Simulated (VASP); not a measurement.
All values below come from PBE GGA, VASP's PBE PAW potentials (set 64) (plane waves; VASP).

Input for VASP

File POSCAR:
```
GaP
1
    0.0000000000     2.7408965470     2.7408965470
    2.7408965470     0.0000000000     2.7408965470
    2.7408965470     2.7408965470    -0.0000000000
Ga P
1 1
Direct
  0.0000000000   0.0000000000   0.0000000000
  0.2500000000   0.2500000000   0.2500000000
```

KPOINTS:
```
Automatic mesh
0
Gamma
8 8 8
0 0 0
```

**INCAR**
```
! general
SYSTEM =GaP
PREC   =Accurate
ENCUT  =480   ! plane-wave cut-off (eV)
LREAL  =F
LASPH  =T

! electronic loop
EDIFF  =1E-7   ! SCF stop (eV)
NELM   =100   ! most electronic steps
ALGO   =Normal   ! blocked Davidson
LMAXMIX=4   ! l cut-off of mixed one-centre charges

! smearing
ISMEAR =0   ! Gaussian
SIGMA  =0.05

! functional
GGA    =PE   ! PBE

! ions
IBRION =2   ! conjugate gradients
NSW    =40   ! most ionic steps
ISIF   =3   ! ions, shape and volume
EDIFFG =-0.01
PSTRESS=10

! output
LWAVE  =F
LCHARG =F
```

POTCAR, in this order: Ga_d P (PBE.64 set). Program: vasp_std.

Output

File OUTCAR:
```
 ion  position               nearest neighbor table
   1  0.000  0.000  0.000-   2 2.37   2 2.37   2 2.37   2 2.37
   2  0.250  0.250  0.250-   1 2.37   1 2.37   1 2.37   1 2.37
  LATTYP: Found a face centered cubic cell.
 ALAT       =     5.4817930940
 Subroutine PRICEL returns:
 Original cell was already a primitive cell.
 Subroutine GETGRP returns: Found 24 space group operations
The static configuration has the point symmetry T_d .
The dynamic configuration has the point symmetry T_d .
 Subroutine INISYM returns: Found 24 space group operations
 Subroutine IBZKPT returns following result:
 Found     29 irreducible k-points:

 Following reciprocal coordinates:
            Coordinates               Weight
  0.000000  0.000000  0.000000      1.000000
  0.125000  0.000000  0.000000      8.000000
  0.250000  0.000000  0.000000      8.000000
  0.375000  0.000000  0.000000      8.000000
  0.500000  0.000000  0.000000      4.000000
  0.125000  0.125000  0.000000      6.000000
  0.250000  0.125000  0.000000     24.000000
  0.375000  0.125000  0.000000     24.000000
  0.500000  0.125000  0.000000     24.000000
...
```

OSZICAR:
```
       N       E                     dE             d eps       ncg     rms          rms(c)
DAV:   1     0.772071891829E+02    0.77207E+02   -0.90121E+03   762   0.187E+03
DAV:   2    -0.342500877184E+01   -0.80632E+02   -0.77947E+02   819   0.322E+02
DAV:   3    -0.928511274802E+01   -0.58601E+01   -0.58283E+01   964   0.736E+01
DAV:   4    -0.938556326552E+01   -0.10045E+00   -0.10039E+00   897   0.105E+01
DAV:   5    -0.938795298438E+01   -0.23897E-02   -0.23895E-02   965   0.138E+00    0.418E+00
DAV:   6    -0.914818266673E+01    0.23977E+00   -0.46634E-01  1136   0.126E+01    0.274E+00
DAV:   7    -0.912293662178E+01    0.25246E-01   -0.11244E-01   955   0.247E+00    0.111E+00
DAV:   8    -0.912306070147E+01   -0.12408E-03   -0.14413E-02   889   0.180E+00    0.156E-01
DAV:   9    -0.912343009699E+01   -0.36940E-03   -0.15955E-03   982   0.700E-01    0.902E-02
DAV:  10    -0.912349583018E+01   -0.65733E-04   -0.12933E-04  1098   0.123E-01    0.433E-02
DAV:  11    -0.912357028899E+01   -0.74459E-04   -0.11222E-04   809   0.110E-01    0.652E-03
DAV:  12    -0.912356954915E+01    0.73984E-06   -0.45111E-06  1029   0.351E-02    0.271E-03
DAV:  13    -0.912356995286E+01   -0.40371E-06   -0.13696E-06   844   0.115E-02    0.172E-03
DAV:  14    -0.912356990706E+01    0.45794E-07   -0.77615E-08   647   0.352E-03
   1 F= -.88665319E+01 E0= -.88665319E+01  d E =-.886653E+01
```

File OUTCAR:
```
------------------------ aborting loop because EDIFF is reached ----------------------------------------
  FORCE on cell =-STRESS in cart. coord.  units (eV):
  Direction    XX          YY          ZZ          XY          YZ          ZX
  --------------------------------------------------------------------------------------
  Total        0.2583734      0.2583734      0.2583734      0.0000000     -0.0000000      0.0000000
  in kB       10.0519516     10.0519516     10.0519516      0.0000000     -0.0000000      0.0000000
  external PRESSURE =       0.0519516 kB  Pullay stress =      10.0000000 kB
  volume of cell :       41.18
      direct lattice vectors                 reciprocal lattice vectors
     0.000000000  2.740896547  2.740896547    -0.182422062  0.182422062  0.182422062
     2.740896547  0.000000000  2.740896547     0.182422062 -0.182422062  0.182422062
     2.740896547  2.740896547  0.000000000     0.182422062  0.182422062 -0.182422062
  FREE ENERGIE OF THE ION-ELECTRON SYSTEM (eV)
  ---------------------------------------------------
  free  energy   TOTEN  =        -9.1235699071 eV

  energy  without entropy=       -9.1235699071  energy(sigma->0) =       -9.12356991
  enthalpy is  TOTEN    =        -8.8665319005 eV   P V=        0.2570380066

 reached required accuracy - stopping structural energy minimisation
```
(Selected blocks of OUTCAR.)

The compound is GaP in the zinc blende structure. It was relaxed first under an external pressure of 1 GPa.
